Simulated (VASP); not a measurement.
# Ca2C (Fm-3m): band edges, masses and strain

Wanted: where the band edges of Ca2C lie, how heavy the carriers are and how strain moves the gap. The cell is generated by rule, not measured, and may not be a known phase.

Method: LDA; plane waves and PAW (C, Ca_sv), in the first sound run; inputs show where later runs differ, in VASP 6.6.1.

The structure was built from a prototype and need not be the compound's stable phase.

## (1) Set-up

The structure is cubic, space group Fm-3m (No. 225). Conventional cell: a = 5.875 Å, b = 5.875 Å, c = 5.875 Å, α = 90.00°, β = 90.00°, γ = 90.00°. C has 8 Ca at 2.54 Å nearest. Ca has 4 C at 2.54 Å nearest. Farther neighbours are not listed.

As a file:

```xyz
3
Lattice="0.0000 2.9377 2.9377 2.9377 0.0000 2.9377 2.9377 2.9377 0.0000" Properties=species:S:1:pos:R:3 pbc="T T T"
C     0.0000    0.0000    0.0000
Ca    1.4688    1.4688    1.4688
Ca    4.4065    4.4065    4.4065
```

## (2) Relaxation of the atoms

The cell is kept as given; the atoms are relaxed first, so that no residual force shifts the band edges.

Contents of INCAR:

```
SYSTEM = Ca2C
PREC = Accurate
ENCUT = 520
EDIFF = 1E-06
NELM = 100
ISMEAR = 0
SIGMA = 0.02
LREAL = .FALSE.
ALGO = Normal
GGA = CA
NBANDS = 18
LORBIT = 11
LWAVE = .FALSE.
LCHARG = .FALSE.
KPAR = 4
IBRION = 2
NSW = 40
ISIF = 2
EDIFFG = -0.005
```

Contents of POSCAR:

```
Ca2C
1.0
    0.0000000000      2.9376700000      2.9376700000
    2.9376700000      0.0000000000      2.9376700000
    2.9376700000      2.9376700000      0.0000000000
C Ca
1 2
Direct
    0.0000000000      0.0000000000      0.0000000000
    0.2500000000      0.2500000000      0.2500000000
    0.7500000000      0.7500000000      0.7500000000
```

Contents of KPOINTS:

```
Automatic mesh
0
Gamma
8 8 8
0 0 0
```

Potentials, in the order of the species: C and Ca_sv (LDA family, release 64).

Launch:

```sh
$ mpirun -np 4 vasp_std
```

The program printed:

```text
[banner, memory and clock lines left out]
running    4 mpi-ranks, on    1 nodes
 distrk:  each k-point on    1 cores,    4 groups
 distr:  one band on    1 cores,    1 groups

 POSCAR found type information on POSCAR C Ca
 POSCAR found :  2 types and       3 ions
 LDA part: xc-table for (Slater(with rela. corr.)+CA(PZ))
 , standard interpolation
 POSCAR, INCAR and KPOINTS ok, starting setup
 FFT: planning ... GRIDC
 FFT: planning ... GRID_SOFT
 FFT: planning ... GRID
 WAVECAR not read
 entering main loop
       N       E                     dE             d eps       ncg     rms          rms(c)
DAV:   1     0.212637566098E+03    0.21264E+03   -0.12796E+04  1044   0.134E+03
DAV:   2    -0.886026010970E+00   -0.21352E+03   -0.21050E+03  1064   0.378E+02
DAV:   3    -0.164153278670E+02   -0.15529E+02   -0.15377E+02  1952   0.798E+01
DAV:   4    -0.168480849333E+02   -0.43276E+00   -0.43236E+00  1332   0.132E+01
DAV:   5    -0.168615397310E+02   -0.13455E-01   -0.13453E-01  1708   0.180E+00    0.957E+00
DAV:   6    -0.138979939148E+02    0.29635E+01   -0.27223E+01  1202   0.159E+01    0.398E+00
DAV:   7    -0.136954404688E+02    0.20255E+00   -0.19668E+00  1232   0.651E+00    0.180E+00
DAV:   8    -0.136205430629E+02    0.74897E-01   -0.20632E-01  1316   0.292E+00    0.275E-01
DAV:   9    -0.136208238991E+02   -0.28084E-03   -0.71389E-03  1530   0.531E-01    0.177E-01
DAV:  10    -0.136208021761E+02    0.21723E-04   -0.12560E-03  1400   0.313E-01    0.447E-02
DAV:  11    -0.136207638272E+02    0.38349E-04   -0.17837E-04  1396   0.108E-01    0.159E-02
DAV:  12    -0.136207633286E+02    0.49853E-06   -0.15388E-05  1534   0.291E-02    0.321E-03
DAV:  13    -0.136207631943E+02    0.13429E-06   -0.50265E-06   962   0.927E-03
   1 F= -.13620763E+02 E0= -.13620683E+02  d E =-.136208E+02
 curvature:   0.00 expect dE= 0.000E+00 dE for cont linesearch  0.000E+00
 trial: gam= 0.00000 g(F)=  0.432E-49 g(S)=  0.000E+00 ort = 0.000E+00 (trialstep = 0.100E+01)
 search vector abs. value=  0.100E-09
 reached required accuracy - stopping structural energy minimisation
```

The job ended after 8.4 s (4 MPI ranks of AMD EPYC 7R43, shared host; peak memory 0.54 GiB; 31 s of CPU time).

The logs omit lines about the potential files and the build; timing stands in the text.

OUTCAR, selected parts (step 2):

```text
ion  position               nearest neighbor table
   1  0.000  0.000  0.000-   3 2.54   2 2.54   3 2.54   2 2.54   3 2.54   3 2.54   2 2.54   2 2.54

  LATTYP: Found a face centered cubic cell.
 ALAT       =     5.8753400000

 Subroutine GETGRP returns: Found 48 space group operations
 (whereof 48 operations were pure point group operations)

The static configuration has the point symmetry O_h .

 Found     29 irreducible k-points:

   k-points           NKPTS =     29   k-points in BZ     NKDIM =     29   number of bands    NBANDS=     18

   dimension x,y,z NGX =    32 NGY =   32 NGZ =   32
   dimension x,y,z NGXF=    64 NGYF=   64 NGZF=   64

   ENCUT  =  520.0 eV  38.22 Ry    6.18 a.u.   7.72  7.72  7.72*2*pi/ulx,y,z

   NELECT =      24.0000    total number of electrons

 k-points in reciprocal lattice and weights: Automatic mesh
   0.00000000  0.00000000  0.00000000       0.002
   0.12500000  0.00000000  0.00000000       0.016
   0.25000000  0.00000000  0.00000000       0.016
   0.37500000  0.00000000  0.00000000       0.016
   0.50000000  0.00000000  0.00000000       0.008
   0.12500000  0.12500000  0.00000000       0.012
   0.25000000  0.12500000  0.00000000       0.047
   0.37500000  0.12500000  0.00000000       0.047
   0.50000000  0.12500000  0.00000000       0.047
[...]
-0.37500000  0.50000000  0.12500000       0.023
  -0.25000000  0.50000000  0.25000000       0.012

 average (electrostatic) potential at core
       1 -52.6546       2 -43.9056       3 -43.9056

 E-fermi :   4.2850

 k-point     1 :       0.0000    0.0000    0.0000
  band No.  band energies     occupation
    ...
      8     -16.0954      2.00000
      9      -4.4031      2.00000
     10       2.5869      2.00000
     11       2.5869      2.00000
     12       2.5869      2.00000
     13       5.6955      0.00000
     14       5.7489      0.00000
     15       5.7489      0.00000
     16      10.8085      0.00000
     17      10.8085      0.00000
    ...

 k-point     2 :       0.1250    0.0000    0.0000
  band No.  band energies     occupation
    ...
      8     -16.1296      2.00000
      9      -4.2707      2.00000
     10       2.3561      2.00000
     11       2.7092      2.00000
     12       2.7092      2.00000
     13       5.8866      0.00000
     14       5.8866      0.00000
     15       6.3423      0.00000
     16       9.8789      0.00000
     17      10.5009      0.00000
    ...

 k-point     3 :       0.2500    0.0000    0.0000
  band No.  band energies     occupation
    ...
      8     -16.2239      2.00000
      9      -3.9562      2.00000
     10       2.1106      2.00000
     11       3.0305      2.00000
     12       3.0305      2.00000
     13       6.2889      0.00000
     14       6.2889      0.00000
     15       7.4124      0.00000
     16       9.1232      0.00000
     17       9.8654      0.00000
    ...

  Total        3.1408800      3.1408800      3.1408800      0.0000000      0.0000000      0.0000000
  in kB       99.2482607     99.2482607     99.2482607      0.0000000      0.0000000      0.0000000
  external PRESSURE =      99.2482607 kB  Pullay stress =       0.0000000 kB

  energy-cutoff  :      520.00
  volume of cell :       50.70
      direct lattice vectors                 reciprocal lattice vectors
     0.000000000  2.937670000  2.937670000    -0.170202916  0.170202916  0.170202916
     2.937670000  0.000000000  2.937670000     0.170202916 -0.170202916  0.170202916
     2.937670000  2.937670000  0.000000000     0.170202916  0.170202916 -0.170202916

 POSITION                                       TOTAL-FORCE (eV/Angst)
 -----------------------------------------------------------------------------------
      0.00000      0.00000      0.00000         0.000000      0.000000      0.000000
      1.46883      1.46883      1.46883         0.000000     -0.000000     -0.000000
      4.40650      4.40650      4.40650        -0.000000     -0.000000      0.000000
 -----------------------------------------------------------------------------------
    total drift:                               -0.000000     -0.000000      0.000000

  FREE ENERGIE OF THE ION-ELECTRON SYSTEM (eV)
  ---------------------------------------------------
  free  energy   TOTEN  =       -13.6207631943 eV

  energy  without entropy=      -13.6206020575  energy(sigma->0) =      -13.62068263

 reached required accuracy - stopping structural energy minimisation

 total charge
# of ion       s       p       d       tot
------------------------------------------
    1        0.849   1.422   0.000   2.272
    2        2.084   5.865   0.398   8.347
    3        2.084   5.865   0.398   8.347
--------------------------------------------------
tot          5.017  13.152   0.796  18.965

[... 3 further parts left out ...]
```

The run keeps the 48 symmetry operations of its start, so it cannot find a distortion of lower symmetry.

The forces vanish from the start, and no atom moves.

This step gave:

```
SCF cycles              : 13
electrons               : 24
bands                   : 18
irreducible k-points    : 29
symmetry operations     : 48
free energy (TOTEN)     : -13.62 eV
energy at zero smearing : -13.62 eV
Fermi energy            : 4.285 eV
pressure                : 9.925 GPa
metallic                : yes
```

## (3) Bands on a dense mesh

A dense even mesh and a path are solved together, since either alone can miss a band edge.

Changes to INCAR since step 2:

```diff
@@ -10,3 +10,3 @@
 GGA = CA
-NBANDS = 18
+NBANDS = 25
 LORBIT = 11
@@ -15,5 +15,2 @@
 KPAR = 4
-IBRION = 2
-NSW = 40
 ISIF = 2
-EDIFFG = -0.005
```

POSCAR is that of step 2.

Contents of KPOINTS:

```
Automatic mesh
0
Gamma
12 12 12
0 0 0
```

Contents of KPOINTS_OPT:

```
Line mode
24
Line-mode
Reciprocal
  0.00000000   0.00000000   0.00000000 GAMMA
  0.50000000   0.00000000   0.50000000 X

  0.50000000   0.00000000   0.50000000 X
  0.50000000   0.25000000   0.75000000 W

  0.50000000   0.25000000   0.75000000 W
  0.37500000   0.37500000   0.75000000 K

  0.37500000   0.37500000   0.75000000 K
  0.00000000   0.00000000   0.00000000 GAMMA

  0.00000000   0.00000000   0.00000000 GAMMA
  0.50000000   0.50000000   0.50000000 L

  0.50000000   0.50000000   0.50000000 L
  0.62500000   0.25000000   0.62500000 U

  0.62500000   0.25000000   0.62500000 U
  0.50000000   0.25000000   0.75000000 W

  0.50000000   0.25000000   0.75000000 W
  0.50000000   0.50000000   0.50000000 L

  0.50000000   0.50000000   0.50000000 L
  0.37500000   0.37500000   0.75000000 K

  0.62500000   0.25000000   0.62500000 U
  0.50000000   0.00000000   0.50000000 X
```

Launch:

```sh
$ mpirun -np 4 vasp_std
```

The program printed:

```text
[... set-up lines as in an earlier step ...]
 entering main loop
       N       E                     dE             d eps       ncg     rms          rms(c)
DAV:   1     0.217624460354E+03    0.21762E+03   -0.11788E+04  3600   0.961E+02
DAV:   2    -0.297590558490E+01   -0.22060E+03   -0.21201E+03  4107   0.297E+02
DAV:   3    -0.162402180735E+02   -0.13264E+02   -0.13097E+02  5739   0.625E+01
DAV:   4    -0.168545520701E+02   -0.61433E+00   -0.61256E+00  4629   0.107E+01
DAV:   5    -0.168616021932E+02   -0.70501E-02   -0.70495E-02  5157   0.118E+00    0.957E+00
DAV:   6    -0.139206651429E+02    0.29409E+01   -0.15235E+01  4268   0.114E+01    0.369E+00
DAV:   7    -0.137132574306E+02    0.20741E+00   -0.14702E+00  4217   0.552E+00    0.202E+00
DAV:   8    -0.136204791285E+02    0.92778E-01   -0.20105E-01  3870   0.182E+00    0.318E-01
DAV:   9    -0.136201261163E+02    0.35301E-03   -0.12998E-02  5128   0.452E-01    0.176E-01
DAV:  10    -0.136202171578E+02   -0.91042E-04   -0.33282E-04  4100   0.114E-01    0.807E-02
DAV:  11    -0.136202060014E+02    0.11156E-04   -0.24487E-04  4603   0.456E-02    0.165E-02
DAV:  12    -0.136202026908E+02    0.33105E-05   -0.40319E-05  4194   0.225E-02    0.523E-03
DAV:  13    -0.136202020509E+02    0.63994E-06   -0.35311E-06  3216   0.695E-03
   1 F= -.13620202E+02 E0= -.13620162E+02  d E =-.794491E-04
 Start KPOINTS_OPT (optional k-point list driver)
k-point batch [1-72\240]
       N       E                     dE             ncg
DAV:   1    -0.690640175412E+04   -0.59232E+05     3600
DAV:   2    -0.225035566912E+05   -0.15597E+05     4070
DAV:   3    -0.234559663954E+05   -0.95241E+03     6544
DAV:   4    -0.234736029730E+05   -0.17637E+02     4310
DAV:   5    -0.234739373915E+05   -0.33442E+00     5549
DAV:   6    -0.234739394279E+05   -0.20364E-02     4187
DAV:   7    -0.234739394693E+05   -0.41364E-04     5058
DAV:   8    -0.234739394697E+05   -0.43856E-06     2914
[...]
k-point batch [217-240\240]
       N       E                     dE             ncg
DAV:   1     0.348802649000E+05   -0.22516E+05     1200
DAV:   2     0.297431333124E+05   -0.51371E+04     1378
DAV:   3     0.294319061844E+05   -0.31123E+03     2233
DAV:   4     0.294272539161E+05   -0.46523E+01     1542
DAV:   5     0.294271661374E+05   -0.87779E-01     1831
DAV:   6     0.294271659389E+05   -0.19855E-03     1528
DAV:   7     0.294271659357E+05   -0.31831E-05     1688
DAV:   8     0.294271659356E+05   -0.71341E-07     1096
```

It took 59 s on 4 MPI ranks; peak memory 0.88 GiB; 3.8 min of CPU time.

From OUTCAR (step 3):

```text
The static configuration has the point symmetry O_h .

 Found     72 irreducible k-points:

   k-points           NKPTS =     72   k-points in BZ     NKDIM =     72   number of bands    NBANDS=     25

   NELECT =      24.0000    total number of electrons

 E-fermi :   4.2825

 k-point     1 :       0.0000    0.0000    0.0000
  band No.  band energies     occupation
    ...
      8     -16.0938      2.00000
      9      -4.3966      2.00000
     10       2.5914      2.00000
     11       2.5914      2.00000
     12       2.5914      2.00000
     13       5.6963      0.00000
     14       5.7500      0.00000
     15       5.7500      0.00000
     16      10.8124      0.00000
     17      10.8124      0.00000
    ...

 k-point     2 :       0.0833    0.0000    0.0000
  band No.  band energies     occupation
    ...
      8     -16.1091      2.00000
      9      -4.3359      2.00000
     10       2.4712      2.00000
     11       2.6467      2.00000
     12       2.6467      2.00000
     13       5.8114      0.00000
     14       5.8114      0.00000
     15       6.0062      0.00000
     16      10.2743      0.00000
     17      10.6627      0.00000
    ...

  Total        3.1408472      3.1408472      3.1408472      0.0000000     -0.0000000      0.0000000
  in kB       99.2472236     99.2472236     99.2472236      0.0000000     -0.0000000      0.0000000
  external PRESSURE =      99.2472236 kB  Pullay stress =       0.0000000 kB

 POSITION                                       TOTAL-FORCE (eV/Angst)
 -----------------------------------------------------------------------------------
      0.00000      0.00000      0.00000         0.000000     -0.000000      0.000000
      1.46883      1.46883      1.46883        -0.000000     -0.000000      0.000000
      4.40650      4.40650      4.40650         0.000000      0.000000     -0.000000
 -----------------------------------------------------------------------------------
    total drift:                               -0.000000     -0.000000      0.000000

  FREE ENERGIE OF THE ION-ELECTRON SYSTEM (eV)
  ---------------------------------------------------
  free  energy   TOTEN  =       -13.6202020509 eV

  energy  without entropy=      -13.6201226018  energy(sigma->0) =      -13.62016233

 total charge
# of ion       s       p       d       tot
------------------------------------------
    1        0.849   1.423   0.000   2.272
    2        2.084   5.865   0.398   8.347
    3        2.084   5.865   0.398   8.347
--------------------------------------------------
tot          5.017  13.153   0.796  18.966

[... 6 parts as in an earlier step ...]

[... 6 further parts left out ...]
```

Numbers from this step:

```
bands                : 25
irreducible k-points : 72
Fermi energy         : 4.282 eV
```

The electronic bands at the labelled points (eV, zero at the Fermi level; # counts the bands kept, so #1 is VASP's band 9):

```tsv
point	#1	#2	#3	#4	#5	#6	#7	#8
Γ	-8.68	-1.69	-1.69	-1.69	1.41	1.47	1.47	6.53
0.52 of the way	-8.09	-2.58	-0.81	-0.81	1.45	1.96	4.21	4.60
X	-7.68	-2.33	-0.05	0.01	0.01	2.48	2.51	5.13
0.48 of the way	-7.66	-2.05	-0.38	-0.04	0.03	2.70	2.74	4.84
W	-7.64	-1.26	-1.26	-0.05	0.09	3.03	3.03	4.54
0.48 of the way	-7.65	-1.61	-0.92	-0.11	0.16	2.99	3.02	4.35
K	-7.66	-1.76	-0.74	-0.21	0.24	2.96	3.01	4.31
0.48 of the way	-8.04	-2.17	-1.10	-0.95	1.75	2.41	3.25	5.25
Γ	-8.68	-1.69	-1.69	-1.69	1.41	1.47	1.47	6.53
0.48 of the way	-8.26	-2.16	-1.28	-1.28	1.96	1.96	3.08	4.85
L	-7.81	-2.05	-0.70	-0.70	2.70	3.03	3.03	4.73
0.48 of the way	-7.75	-1.81	-0.91	-0.54	1.28	3.24	3.54	3.99
U	-7.66	-1.76	-0.74	-0.21	0.24	2.96	3.01	4.31
0.52 of the way	-7.65	-1.61	-0.92	-0.11	0.16	2.99	3.02	4.35
W	-7.64	-1.26	-1.26	-0.05	0.09	3.03	3.03	4.54
0.52 of the way	-7.73	-1.74	-0.98	-0.47	1.07	3.27	3.54	3.72
L	-7.81	-2.05	-0.70	-0.70	2.70	3.03	3.03	4.73
0.48 of the way	-7.75	-1.81	-0.91	-0.54	1.28	3.24	3.54	3.99
K	-7.66	-1.76	-0.74	-0.21	0.24	2.96	3.01	4.31
jump to U	-7.66	-1.76	-0.74	-0.21	0.24	2.96	3.01	4.31
0.48 of the way	-7.67	-2.16	-0.22	-0.05	0.02	2.62	2.67	4.87
X	-7.68	-2.33	-0.05	0.01	0.01	2.48	2.51	5.13
```

Of the projections kept (C, Ca), the largest for each band there; the rest of the weight can lie on other orbitals:

```tsv
point	#1	#2	#3	#4	#5	#6	#7	#8
Γ	C 0.84	Ca 0.54	Ca 0.54	Ca 0.54	C 0.62	Ca 1.00	Ca 1.00	Ca 0.56
X	C 0.82	Ca 0.53	Ca 0.98	C 0.71	C 0.71	Ca 1.00	Ca 1.00	Ca 1.00
W	C 0.82	C 0.55	C 0.54	C 0.71	Ca 0.88	Ca 0.95	Ca 0.95	Ca 0.96
K	C 0.82	C 0.51	C 0.58	C 0.66	Ca 0.87	Ca 0.92	Ca 1.00	Ca 1.00
Γ	C 0.84	Ca 0.54	Ca 0.54	Ca 0.54	C 0.62	Ca 1.00	Ca 1.00	Ca 0.56
L	C 0.82	Ca 0.53	C 0.58	C 0.58	Ca 0.66	Ca 1.00	Ca 1.00	Ca 0.99
```

At 9.9 GPa the cell is away from the equilibrium volume of this level: left free, it would expand.

[end of part 1 of 3]

[Lines on the potential files, build, host, timing and source positions are cut from VASP's logs without a mark.]

[Logs are printed without paths, hosts, clocks, repeated set-up lines and the standing remarks that a program may print on its own settings, such as how far it seeks lower states.]

[Hosts, paths, dates, database ids (printed as entryN), source tags and the programs' standing remarks are cut or masked in the printed files.]

[In band tables of VASP the shares of atoms and orbitals are scaled to a sum of 1 inside the atoms' spheres.]

[Gaps and slopes under strain along one axis are those of the sampled path and mesh points; where strain splits equal valleys, another of them can be the edge.]
